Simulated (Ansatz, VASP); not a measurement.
## Cross-check of InF3 between VASP and Ansatz

One calculation is typed for both programs; each brings its own data sets. How far apart do they land? The cell is taken from a series of runs on this material, whose earlier steps may have relaxed, scaled, displaced or heated it; both programs get it as it stands.

Calculated with Ansatz 0.2.0; plane waves, with VASP 6.6.1 beside it; dielectric response at LDA.

## Step 1: Starting point

It takes space group R-3c (No. 167, trigonal). Conventional cell: a = 5.204 Å, b = 5.204 Å, c = 14.723 Å, α = 90.00°, β = 90.00°, γ = 120.00°. Nearest to In lie 6 F at 2.08 Å. Nearest to F lie 2 In at 2.08 Å. Farther neighbours and most contacts between anions are not listed.

## Step 2: VASP: dielectric response, LDA

The response to a field tests empty states and converges slowly with the mesh.

Lines of VASP's logs that name or quote its potential files are left out, and so is its time.

INCAR

```
SYSTEM = InF3
PREC = Accurate
ENCUT = 520
EDIFF = 1E-08
NELM = 120
ISMEAR = 0
SIGMA = 0.01
LREAL = .FALSE.
ALGO = Normal
GGA = CA
NBANDS = 42
LORBIT = 11
LWAVE = .FALSE.
LCHARG = .FALSE.
ISIF = 2
LEPSILON = .TRUE.
LASPH = .TRUE.
GGA_COMPAT = .FALSE.
KPAR = 2
```

POSCAR

```
InF3
1.0
    2.6021411829      1.5023469124      4.9075061345
   -2.6021411829      1.5023469124      4.9075061345
    0.0000000000     -3.0046938249      4.9075061345
In F
2 6
Direct
    0.5000000000      0.5000000000      0.5000000000
    0.0000000000      0.0000000000      0.0000000000
    0.3957092200      0.7500000000      0.1042907800
    0.7500000000      0.1042907800      0.3957092200
    0.8957092200      0.6042907800      0.2500000000
    0.2500000000      0.8957092200      0.6042907800
    0.6042907800      0.2500000000      0.8957092200
    0.1042907800      0.3957092200      0.7500000000
```

KPOINTS

```
Automatic mesh
0
Gamma
6 6 6
0 0 0
```

PAW data sets: In_d and F (LDA family, release 64).

Launch:

```bash
mpirun -np 2 vasp_std
```

Numbers of over 12 decimals in the logs are rounded to 6 here.

The program printed:

```text
[banner, memory and clock lines left out]
running    2 mpi-ranks, on    1 nodes
 distrk:  each k-point on    1 cores,    2 groups
 distr:  one band on    1 cores,    1 groups

 POSCAR found type information on POSCAR InF
 POSCAR found :  2 types and       8 ions
 LDA part: xc-table for (Slater(with rela. corr.)+CA(PZ))
 , standard interpolation
 POSCAR, INCAR and KPOINTS ok, starting setup
 FFT: planning ... GRIDC
 FFT: planning ... GRID_SOFT
 FFT: planning ... GRID
 WAVECAR not read
 entering main loop
       N       E                     dE             d eps       ncg     rms          rms(c)
DAV:   1     0.967176979862E+03    0.96718E+03   -0.33615E+04  2712   0.204E+03
DAV:   2     0.951388050030E+02   -0.87204E+03   -0.83191E+03  3144   0.566E+02
DAV:   3    -0.370930803523E+02   -0.13223E+03   -0.13037E+03  2766   0.231E+02
DAV:   4    -0.443834280681E+02   -0.72903E+01   -0.72217E+01  3432   0.592E+01
DAV:   5    -0.446690728919E+02   -0.28564E+00   -0.28535E+00  3656   0.115E+01    0.160E+01
DAV:   6    -0.405093796728E+02    0.41597E+01   -0.14224E+01  4226   0.470E+01    0.111E+01
DAV:   7    -0.403982004133E+02    0.11118E+00   -0.92979E-01  3052   0.609E+00    0.335E+00
DAV:   8    -0.403196276815E+02    0.78573E-01   -0.81530E-02  4022   0.254E+00    0.124E+00
DAV:   9    -0.402993898169E+02    0.20238E-01   -0.23466E-02  4240   0.219E+00    0.118E-01
DAV:  10    -0.402999636795E+02   -0.57386E-03   -0.63578E-03  3442   0.609E-01    0.196E-01
DAV:  11    -0.402999383269E+02    0.25353E-04   -0.20615E-04  4510   0.146E-01    0.125E-01
DAV:  12    -0.402999399443E+02   -0.16174E-05   -0.23179E-05  4040   0.447E-02    0.561E-02
DAV:  13    -0.402999388567E+02    0.10876E-05   -0.61998E-06  4036   0.182E-02    0.113E-02
DAV:  14    -0.402999388936E+02   -0.36831E-07   -0.17388E-07  3080   0.303E-03    0.386E-03
DAV:  15    -0.402999388843E+02    0.92477E-08   -0.63190E-08  3216   0.340E-03
   1 F= -.40299939E+02 E0= -.40299939E+02  d E =-.852830E-12
 Linear response reoptimize wavefunctions to high precision
DAV:   1    -0.402999388854E+02   -0.10814E-08   -0.75391E-09  2208   0.691E-04
DAV:   2    -0.402999388855E+02   -0.15825E-09   -0.83912E-10  1730   0.268E-04
DAV:   3    -0.402999388855E+02    0.18190E-10   -0.25898E-10  1624   0.143E-04
 Linear response G [H, r] |phi>, progress :
  Direction:   1
       N       E                     dE             d eps       ncg     rms
RMM:   1    -0.227714030743E+03   -0.22771E+03    0.27277E+02  4596   0.205E+02
RMM:   2    -0.228096291068E+03   -0.38226E+00   -0.51268E+01  4271   0.427E+01
RMM:   3    -0.228266242782E+03   -0.16995E+00   -0.41920E+00  4376   0.160E+01
RMM:   4    -0.228286762799E+03   -0.20520E-01   -0.10087E+00  4597   0.614E+00
RMM:   5    -0.228295977857E+03   -0.92151E-02   -0.26010E-01  4833   0.280E+00
RMM:   6    -0.228298692874E+03   -0.27150E-02   -0.88007E-02  4999   0.137E+00
RMM:   7    -0.228299891886E+03   -0.11990E-02   -0.26230E-02  5179   0.635E-01
RMM:   8    -0.228300169051E+03   -0.27717E-03   -0.51283E-03  5323   0.279E-01
RMM:   9    -0.228300195717E+03   -0.26666E-04    0.14638E-04  5352   0.107E-01
RMM:  10    -0.228300220278E+03   -0.24561E-04    0.69321E-04  5371   0.507E-02
RMM:  11    -0.228300214087E+03    0.61911E-05    0.89176E-04  5364   0.344E-02
RMM:  12    -0.228300238741E+03   -0.24654E-04    0.67787E-04  5360   0.265E-02
RMM:  13    -0.228300217798E+03    0.20943E-04    0.87257E-04  5361   0.230E-02
RMM:  14    -0.228300222210E+03   -0.44119E-05    0.84271E-04  5429   0.213E-02
RMM:  15    -0.228300235480E+03   -0.13271E-04    0.65157E-04  5450   0.204E-02
RMM:  16    -0.228300223180E+03    0.12300E-04    0.69141E-04  5560   0.201E-02
RMM:  17    -0.228300225044E+03   -0.18643E-05    0.57524E-04  5634   0.200E-02
 Linear response G [H, r] |phi>, progress :
  Direction:   2
       N       E                     dE             d eps       ncg     rms
RMM:   1    -0.227546211787E+03   -0.22755E+03    0.28346E+02  4649   0.205E+02
RMM:   2    -0.228864487302E+03   -0.13183E+01   -0.49476E+01  4264   0.422E+01
RMM:   3    -0.229021356353E+03   -0.15687E+00   -0.39335E+00  4364   0.160E+01
RMM:   4    -0.229055017975E+03   -0.33662E-01   -0.10003E+00  4606   0.627E+00
RMM:   5    -0.229064691973E+03   -0.96740E-02   -0.28433E-01  4808   0.291E+00
RMM:   6    -0.229067235748E+03   -0.25438E-02   -0.10567E-01  4999   0.149E+00
RMM:   7    -0.229068363369E+03   -0.11276E-02   -0.30159E-02  5186   0.655E-01
RMM:   8    -0.229068731604E+03   -0.36824E-03   -0.60502E-03  5288   0.279E-01
RMM:   9    -0.229068787127E+03   -0.55522E-04   -0.98462E-04  5266   0.104E-01
RMM:  10    -0.229068792277E+03   -0.51504E-05   -0.36247E-04  5286   0.554E-02
RMM:  11    -0.229068796290E+03   -0.40130E-05   -0.25760E-04  5328   0.361E-02
RMM:  12    -0.229068795795E+03    0.49475E-06   -0.21649E-04  5302   0.263E-02
RMM:  13    -0.229068799834E+03   -0.40392E-05   -0.26214E-04  5305   0.217E-02
[...]
RMM:   1    -0.442539522108E+00   -0.44254E+00   -0.12229E+00  4825   0.493E+00
RMM:   2    -0.485597091462E+00   -0.43058E-01   -0.35395E-02  4510   0.115E+00
RMM:   3    -0.487145719984E+00   -0.15486E-02   -0.51786E-03  4890   0.432E-01
RMM:   4    -0.487377569546E+00   -0.23185E-03   -0.13107E-03  4883   0.163E-01
RMM:   5    -0.487403109228E+00   -0.25540E-04   -0.22009E-04  5007   0.698E-02
[...]
RMM:   3    -0.457293196181E+00    0.21254E-01   -0.71070E-02  9983   0.120E+00    0.734E-01
RMM:   4    -0.457511966883E+00   -0.21877E-03   -0.17290E-02  9647   0.746E-01    0.373E-01
RMM:   5    -0.466642950756E+00   -0.91310E-02   -0.53507E-03  9628   0.487E-01    0.637E-02
RMM:   6    -0.467162604797E+00   -0.51965E-03   -0.68800E-04  9976   0.199E-01    0.470E-02
RMM:   7    -0.467671439081E+00   -0.50883E-03   -0.29715E-04 10107   0.956E-02    0.418E-02
RMM:   8    -0.467717801217E+00   -0.46362E-04   -0.89369E-05 10268   0.449E-02    0.446E-02
RMM:   9    -0.467843021474E+00   -0.12522E-03   -0.64926E-05 10182   0.308E-02    0.124E-01
RMM:  10    -0.467752080389E+00    0.90941E-04   -0.33443E-05 10399   0.184E-02    0.143E-02
RMM:  11    -0.467751431309E+00    0.64908E-06   -0.17116E-05 10407   0.693E-03    0.131E-02
RMM:  12    -0.467750983750E+00    0.44756E-06   -0.16062E-05 10691   0.313E-03    0.137E-02
RMM:  13    -0.467748075069E+00    0.29087E-05   -0.19566E-05 10560   0.187E-03    0.824E-03
RMM:  14    -0.467734027112E+00    0.14048E-04   -0.16195E-05 10709   0.152E-03    0.426E-03
RMM:  15    -0.467731404581E+00    0.26225E-05   -0.19615E-05 11004   0.112E-03    0.238E-03
RMM:  16    -0.467729472927E+00    0.19317E-05   -0.13350E-05 11343   0.986E-04    0.133E-03
RMM:  17    -0.467728996497E+00    0.47643E-06   -0.16238E-05 11255   0.861E-04    0.879E-04
RMM:  18    -0.467728522610E+00    0.47389E-06   -0.11110E-05 10789   0.813E-04    0.440E-04
RMM:  19    -0.467728679130E+00   -0.15652E-06   -0.14246E-05 10448   0.790E-04    0.252E-04
RMM:  20    -0.467728520058E+00    0.15907E-06   -0.11874E-05 10433   0.779E-04    0.122E-04
RMM:  21    -0.467728890648E+00   -0.37059E-06   -0.14262E-05 10457   0.773E-04    0.299E-05
RMM:  22    -0.467728588412E+00    0.30224E-06   -0.12244E-05 10447   0.769E-04    0.185E-05
RMM:  23    -0.467728810062E+00   -0.22165E-06   -0.13569E-05 10477   0.767E-04    0.915E-06
 change of polarisation eV/A/(eV/A) component  1 :     0.889    -0.026    -0.040
 dielectric tensor                  component  1 :     2.398    -0.041    -0.063
 Linear response to external field, progress :
  Direction:   2
       N       E                     dE             d eps       ncg     rms          rms(c)
RMM:   1    -0.435790725873E+00   -0.43579E+00   -0.11884E+00 10299   0.490E+00
RMM:   2    -0.478561137519E+00   -0.42770E-01   -0.34514E-02  9588   0.114E+00    0.136E+00
RMM:   3    -0.457113400166E+00    0.21448E-01   -0.69139E-02  9961   0.120E+00    0.734E-01
RMM:   4    -0.457440643031E+00   -0.32724E-03   -0.16636E-02  9624   0.750E-01    0.374E-01
RMM:   5    -0.466546427461E+00   -0.91058E-02   -0.44550E-03  9599   0.492E-01    0.631E-02
RMM:   6    -0.467157486995E+00   -0.61106E-03   -0.69976E-04  9974   0.199E-01    0.475E-02
RMM:   7    -0.467659648235E+00   -0.50216E-03   -0.25983E-04 10124   0.952E-02    0.429E-02
RMM:   8    -0.467711697445E+00   -0.52049E-04   -0.69215E-05 10241   0.441E-02    0.451E-02
RMM:   9    -0.467768093328E+00   -0.56396E-04   -0.43991E-05 10359   0.255E-02    0.108E-01
RMM:  10    -0.467760605844E+00    0.74875E-05   -0.17085E-05 10251   0.155E-02    0.228E-02
RMM:  11    -0.467751927405E+00    0.86784E-05   -0.73312E-06 10535   0.622E-03    0.171E-02
RMM:  12    -0.467748956630E+00    0.29708E-05   -0.21803E-06 10743   0.271E-03    0.164E-02
RMM:  13    -0.467741727041E+00    0.72296E-05   -0.15278E-06 10550   0.195E-03    0.742E-03
RMM:  14    -0.467729089324E+00    0.12638E-04    0.21103E-06 10661   0.146E-03    0.107E-03
RMM:  15    -0.467727371623E+00    0.17177E-05   -0.18528E-06 11109   0.107E-03    0.101E-03
RMM:  16    -0.467726716367E+00    0.65526E-06   -0.27500E-06 11300   0.950E-04    0.294E-04
RMM:  17    -0.467726701352E+00    0.15016E-07   -0.40019E-07 10932   0.852E-04    0.105E-04
RMM:  18    -0.467726798828E+00   -0.97476E-07    0.99610E-07 10533   0.804E-04    0.309E-05
RMM:  19    -0.467727450891E+00   -0.65206E-06   -0.50295E-06 11021   0.791E-04    0.212E-05
RMM:  20    -0.467727296240E+00    0.15465E-06   -0.16399E-06 10510   0.777E-04    0.803E-06
 change of polarisation eV/A/(eV/A) component  2 :    -0.026     0.889    -0.000
 dielectric tensor                  component  2 :    -0.041     2.398    -0.000
 Linear response to external field, progress :
  Direction:   3
       N       E                     dE             d eps       ncg     rms          rms(c)
RMM:   1    -0.443670087553E+00   -0.44367E+00   -0.12219E+00  4711   0.487E+00
RMM:   2    -0.485112966033E+00   -0.41443E-01   -0.32274E-02  4526   0.113E+00    0.122E+00
RMM:   3    -0.476575469421E+00    0.85375E-02   -0.10178E-02  4455   0.589E-01    0.722E-01
RMM:   4    -0.488172399899E+00   -0.11597E-01   -0.11363E-02  4466   0.619E-01    0.743E-02
RMM:   5    -0.489304001031E+00   -0.11316E-02   -0.11040E-03  4800   0.251E-01    0.678E-02
RMM:   6    -0.490144889850E+00   -0.84089E-03   -0.28989E-04  4628   0.890E-02    0.314E-02
RMM:   7    -0.490155722364E+00   -0.10833E-04   -0.80533E-05  4914   0.405E-02    0.437E-02
RMM:   8    -0.490152908908E+00    0.28135E-05   -0.26682E-05  5002   0.197E-02    0.600E-02
RMM:   9    -0.490137732753E+00    0.15176E-04   -0.48419E-06  4994   0.817E-03    0.547E-02
RMM:  10    -0.490117951421E+00    0.19781E-04   -0.11794E-06  4849   0.392E-03    0.410E-02
RMM:  11    -0.490114741814E+00    0.32096E-05   -0.46099E-07  4861   0.201E-03    0.366E-02
RMM:  12    -0.490104798946E+00    0.99429E-05   -0.30979E-07  4795   0.158E-03    0.233E-02
RMM:  13    -0.490100271507E+00    0.45274E-05   -0.55282E-08  5087   0.119E-03    0.157E-02
RMM:  14    -0.490096768506E+00    0.35030E-05   -0.42893E-08  5100   0.101E-03    0.779E-03
RMM:  15    -0.490094829926E+00    0.19386E-05   -0.27185E-07  5336   0.905E-04    0.176E-03
RMM:  16    -0.490094336642E+00    0.49328E-06   -0.92659E-08  5324   0.818E-04    0.316E-04
RMM:  17    -0.490094188685E+00    0.14796E-06   -0.51010E-07  5196   0.785E-04    0.167E-05
RMM:  18    -0.490094153938E+00    0.34746E-07   -0.21403E-07  4890   0.765E-04    0.116E-05
RMM:  19    -0.490094138922E+00    0.15016E-07   -0.57858E-07  4726   0.754E-04    0.352E-05
RMM:  20    -0.490094120207E+00    0.18716E-07   -0.64205E-07  4683   0.749E-04    0.150E-05
RMM:  21    -0.490094120522E+00   -0.31552E-09   -0.64105E-07  4685   0.747E-04    0.716E-07
 change of polarisation eV/A/(eV/A) component  3 :    -0.022    -0.061     0.934
 dielectric tensor                  component  3 :    -0.034    -0.097     2.468
 Born effective charges drift removed
```

OUTCAR, selected parts (step 2):

```text
ion  position               nearest neighbor table
   1  0.500  0.500  0.500-   4 2.08   6 2.08   5 2.08   8 2.08   7 2.08   3 2.08   2 3.88   2 3.88
                             2 3.88   2 3.88   2 3.88   2 3.88
   2  0.000  0.000  0.000-   3 2.08   7 2.08   5 2.08   8 2.08   4 2.08   6 2.08   1 3.88   1 3.88
                             1 3.88   1 3.88   1 3.88   1 3.88
   3  0.396  0.750  0.104-   2 2.08   1 2.08
   4  0.750  0.104  0.396-   1 2.08   2 2.08
   5  0.896  0.604  0.250-   1 2.08   2 2.08
   6  0.250  0.896  0.604-   1 2.08   2 2.08
   7  0.604  0.250  0.896-   2 2.08   1 2.08
   8  0.104  0.396  0.750-   1 2.08   2 2.08

  LATTYP: Found a trigonal (rhomboedric) cell.
 ALAT       =     5.7542854848
 COS(alpha) =     0.5910135697

 Subroutine GETGRP returns: Found 12 space group operations
 (whereof  6 operations were pure point group operations)

The static configuration has the point symmetry S_6 .
 The point group associated with its full space group is D_3d.

 Found     32 irreducible k-points:

   k-points           NKPTS =     32   k-points in BZ     NKDIM =     32   number of bands    NBANDS=     42

   dimension x,y,z NGX =    48 NGY =   48 NGZ =   48
   dimension x,y,z NGXF=    96 NGYF=   96 NGZF=   96

   ENCUT  =  520.0 eV  38.22 Ry    6.18 a.u.  10.70 10.70 10.70*2*pi/ulx,y,z

   NELECT =      68.0000    total number of electrons

 k-points in reciprocal lattice and weights: Automatic mesh
   0.00000000  0.00000000  0.00000000       0.005
   0.16666667  0.00000000 -0.00000000       0.028
   0.33333333  0.00000000 -0.00000000       0.028
   0.50000000  0.00000000  0.00000000       0.014
   0.16666667  0.16666667 -0.00000000       0.028
   0.33333333  0.16666667  0.00000000       0.056
   0.50000000  0.16666667 -0.00000000       0.056
  -0.33333333  0.16666667  0.00000000       0.056
  -0.16666667  0.16666667  0.00000000       0.028
[...]
-0.33333333  0.50000000  0.33333333       0.028
   0.50000000  0.50000000  0.50000000       0.005

 average (electrostatic) potential at core
       1 -97.7449       2 -97.7449       3 -76.9613       4 -76.9613       5 -76.9613
       6 -76.9613       7 -76.9613       8 -76.9613

  Total       -2.5984721     -2.5984721     -2.8436275      0.0000000      0.0000000      0.0000000
  in kB      -36.1672468    -36.1672468    -39.5794814      0.0000000      0.0000000      0.0000000
  external PRESSURE =     -37.3046583 kB  Pullay stress =       0.0000000 kB

  energy-cutoff  :      520.00
  volume of cell :      115.11
      direct lattice vectors                 reciprocal lattice vectors
     2.602141183  1.502346912  4.907506135     0.192149451  0.110937537  0.067923162
    -2.602141183  1.502346912  4.907506135    -0.192149451  0.110937537  0.067923162
     0.000000000 -3.004693825  4.907506135     0.000000000 -0.221875075  0.067923162

 POSITION                                       TOTAL-FORCE (eV/Angst)
 -----------------------------------------------------------------------------------
      0.00000     -0.00000      7.36126         0.000000     -0.000000     -0.000000
      0.00000      0.00000      0.00000         0.000000     -0.000000     -0.000000
     -0.92191      1.40789      6.13438        -0.081153     -0.140561     -0.000000
      1.68023      0.09446      6.13438        -0.081153      0.140561     -0.000000
      0.75831      1.50235      8.58814        -0.162306     -0.000000     -0.000000
     -1.68023     -0.09446      8.58814         0.081153     -0.140561     -0.000000
      0.92191     -1.40789      8.58814         0.081153      0.140561     -0.000000
     -0.75831     -1.50235      6.13438         0.162306     -0.000000      0.000000
 -----------------------------------------------------------------------------------
    total drift:                               -0.000000     -0.000000      0.000000

 MACROSCOPIC STATIC DIELECTRIC TENSOR (including local field effects in DFT)
 ------------------------------------------------------
           2.397530    -0.000000     0.000000
          -0.000000     2.397530    -0.000000
           0.000000    -0.000000     2.467581
 ------------------------------------------------------

 PIEZOELECTRIC TENSOR (including local field effects)  for field in x, y, z        (C/m^2)
          XX          YY          ZZ          XY          YZ          ZX
  --------------------------------------------------------------------------------
  x     0.00000     0.00000     0.00000     0.00000     0.00000     0.00000
  y     0.00000     0.00000     0.00000     0.00000     0.00000     0.00000
  z     0.00000     0.00000     0.00000     0.00000     0.00000     0.00000

 BORN EFFECTIVE CHARGES (including local field effects) (in |e|, cummulative output)
 ---------------------------------------------------------------------------------
 ion    1
    1     3.14131    -0.32067     0.00000
    2     0.32067     3.14131    -0.00000
    3     0.00000    -0.00000     3.34231
 ion    2
    1     3.14131     0.32067    -0.00000
    2    -0.32067     3.14131    -0.00000
    3     0.00000    -0.00000     3.34231
 ion    3
    1    -1.19083     0.24894    -0.45280
    2     0.24894    -0.90338     0.26143
    3    -0.43353     0.25030    -1.11410
 ion    4
    1    -1.19083    -0.24894     0.45280
    2    -0.24894    -0.90338     0.26143
    3     0.43353     0.25030    -1.11410
 ion    5
    1    -0.75965     0.00000     0.00000
    2     0.00000    -1.33455    -0.52285
    3     0.00000    -0.50059    -1.11410
 ion    6
    1    -1.19083    -0.24894     0.45280
    2    -0.24894    -0.90338     0.26143
    3     0.43353     0.25030    -1.11410
 ion    7
    1    -1.19083     0.24894    -0.45280
    2     0.24894    -0.90338     0.26143
    3    -0.43353     0.25030    -1.11410
 ion    8
    1    -0.75965     0.00000     0.00000
    2     0.00000    -1.33455    -0.52285
    3     0.00000    -0.50059    -1.11410
```

[end of part 1 of 2]

[Lines on the potential files, build, host, timing and source positions are cut from VASP's logs without a mark.]

[Logs are printed without paths, hosts, clocks, repeated set-up lines and the standing remarks that a program may print on its own settings, such as how far it seeks lower states.]

[Hosts, paths, dates, database ids (printed as entryN), source tags and the programs' standing remarks are cut or masked in the printed files.]
